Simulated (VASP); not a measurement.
## Fermi-Dirac smearing in Mo

Wanted: TS, pressure and Fermi level of Mo against the smearing width, on one dense mesh.

Main program and level: VASP 6.6.1; PBEsol; plane waves and PAW (Mo_sv), in the first sound run; inputs show where later runs differ.

This is a report of a sequence of runs, with most program output left out.

## (1) Starting point

The structure is cubic, space group Im-3m (No. 229). The conventional cell has a = 3.150 Å, b = 3.150 Å, c = 3.150 Å, α = 90.00°, β = 90.00°, γ = 90.00°. Mo has 8 Mo at 2.73 Å nearest.

As a file:

```
Mo
1.0
    -1.57500    1.57500    1.57500
     1.57500   -1.57500    1.57500
     1.57500    1.57500   -1.57500
Mo
1
Direct
  0.00000 0.00000 0.00000
```

## (2) Relax the crystal, PBEsol

The cell is relaxed and then held.

This step took 2 runs in a row; the last is shown.

Level: PBEsol; plane waves and PAW (Mo_sv).

INCAR

```
SYSTEM = Mo
PREC = Accurate
ENCUT = 450
EDIFF = 1E-07
NELM = 120
ISMEAR = 1
SIGMA = 0.15
LREAL = .FALSE.
ALGO = Normal
GGA = PS
NBANDS = 13
LASPH = .TRUE.
LORBIT = 11
LWAVE = .FALSE.
LCHARG = .FALSE.
KPAR = 8
IBRION = 2
NSW = 40
ISIF = 3
EDIFFG = -0.005
POTIM = 0.4
```

POSCAR

```
Mo
1.0
   -1.5654583727      1.5654583727      1.5654583727
    1.5654583727     -1.5654583727      1.5654583727
    1.5654583727      1.5654583727     -1.5654583727
Mo
1
Direct
    0.0000000000      0.0000000000      0.0000000000
```

KPOINTS

```
Automatic mesh
0
Gamma
19 19 19
0 0 0
```

The projector-augmented-wave data sets are Mo_sv (PBE family, release 64).

Command:

```bash
$ mpirun -np 8 vasp_std
```

The job ended after 6.4 s (8 MPI ranks of AMD EPYC 9R14 (Zen 4), shared host; peak memory 0.97 GiB).

Numbers from this step:

| Item | Value |
| --- | --- |
| energy(sigma→0) of the program | -11.7780 eV |
| stress, compression positive | xx, yy, zz 0.00, 0.00, 0.00 GPa |
| volume | 15.346 Å³ |
| ionic steps | 1 |

## (3) Tetrahedra, PBEsol

Tetrahedra give the density of states at the Fermi level without smearing.

Level: PBEsol; plane waves and PAW (Mo_sv).

INCAR

```
SYSTEM = Mo
PREC = Accurate
ENCUT = 450
EDIFF = 1E-08
NELM = 100
ISMEAR = -5
SIGMA = 0.15
LREAL = .FALSE.
ALGO = Normal
GGA = PS
NBANDS = 15
LASPH = .TRUE.
LORBIT = 11
LWAVE = .FALSE.
LCHARG = .FALSE.
KPAR = 2
ISIF = 2
NEDOS = 3001
```

POSCAR is that of step 2.

KPOINTS

```
Automatic mesh
0
Gamma
34 34 34
0 0 0
```

Command:

```bash
$ mpirun -np 2 vasp_std
```

Wall time 2 min (2 MPI ranks); peak memory 0.76 GiB; 3.8 min of CPU time.

This run gave:

```
energy(sigma→0) of the program : -11.7780 eV
```

The run ends at a pressure of 0.13 GPa.

## (4) Electron temperature, PBEsol

One member in full: SIGMA = 0.1 eV.

Level: PBEsol; plane waves and PAW (Mo_sv).

INCAR: that of step 3 with these lines changed.

```diff
@@ -5,4 +5,4 @@
 NELM = 100
-ISMEAR = -5
-SIGMA = 0.15
+ISMEAR = -1
+SIGMA = 0.1
 LREAL = .FALSE.
@@ -17,2 +17 @@
 ISIF = 2
-NEDOS = 3001
```

POSCAR is that of step 3.

KPOINTS is that of step 3.

Command:

```bash
$ mpirun -np 2 vasp_std
```

Wall time 77 s (2 MPI ranks); peak memory 0.51 GiB.

Numbers from this step:

| Quantity | Value |
| --- | --- |
| energy(sigma→0) of the program | -11.7782 eV |
| stress, compression positive | xx, yy, zz 0.12, 0.12, 0.12 GPa |

The run ends at a pressure of 0.12 GPa.

## (5) The table

The other members went through these steps as far as the tables show, on the same mesh; 7 runs are not shown. The session took 0.42 core hours (wall time by ranks) on a shared machine.

| width kT (eV) | temperature (K) | free energy less that of the narrowest width (meV/atom) | TS (meV/atom) | pressure (GPa) | shift of the Fermi level (eV) |
| --- | --- | --- | --- | --- | --- |
| 0.025 | 290 | 0.000 | 1.346 | 0.094 | 0.000 |
| 0.050 | 580 | -1.873 | 4.864 | 0.085 | -0.004 |
| 0.075 | 870 | -4.932 | 11.140 | 0.093 | -0.010 |
| 0.100 | 1160 | -9.337 | 20.430 | 0.116 | -0.017 |
| 0.150 | 1741 | ? | ? | 0.204 | -0.032 |
| 0.200 | 2321 | -41.430 | 88.175 | 0.350 | -0.049 |
| 0.300 | 3481 | -98.729 | 214.073 | 0.911 | -0.081 |

## (6) The Sommerfeld expansion

At low temperature TS = (π²/3) g (kT)², so TS, twice the difference of energy(sigma→0) and the free energy, over (π²/3)(kT)² is an effective density of states: 0.655, 0.591, 0.602, 0.621, 0.670, 0.723 states/eV/atom in the rows shown.

A least-squares parabola through the 6 rows shown, with σ the width in eV: g = 2.279 σ² − 0.3565 σ + 0.6317 (states/eV/atom), r.m.s. residual 0.020 states/eV/atom.

At σ = 0.15 this predicts 0.630 states/eV/atom.

## (7) Prediction against calculation

The calculation gives 0.649 states/eV/atom, so the prediction is 0.019 states/eV/atom too low, within twice the residual of the fit.

The parabola in σ is an empirical guide, not the expansion itself. Tetrahedra give g = 0.584 states/eV/atom at the Fermi level, the limit that the series should reach at zero width.

## (8) Results

```
density of states at the Fermi level, tetrahedra : 0.58 states/eV/atom
Sommerfeld coefficient from it                   : 1.38 mJ per mole of atoms and K²
pressure at the widest setting                   : 0.91 GPa
error of the predicted g                         : -0.019 states/eV/atom
```

**Reading.** Against the tetrahedron value, the effective density of states stands at +12 % at 0.025 eV, +1 % at 0.05 eV, +6 % at 0.1 eV, +24 % at 0.3 eV. At the widest setting the states within reach are denser than those at the Fermi level. The narrowest row breaks the trend of the next ones, as mesh noise would; no test of the mesh was run. The bare coefficient lacks the electron-phonon enhancement of measured heat capacities.

[Lines on the potential files, build, host, timing and source positions are cut from VASP's logs without a mark.]

[Logs are printed without paths, hosts, clocks, repeated set-up lines and the standing remarks that a program may print on its own settings, such as how far it seeks lower states.]

[Hosts, paths, dates, database ids (printed as entryN), source tags and the programs' standing remarks are cut or masked in the printed files.]
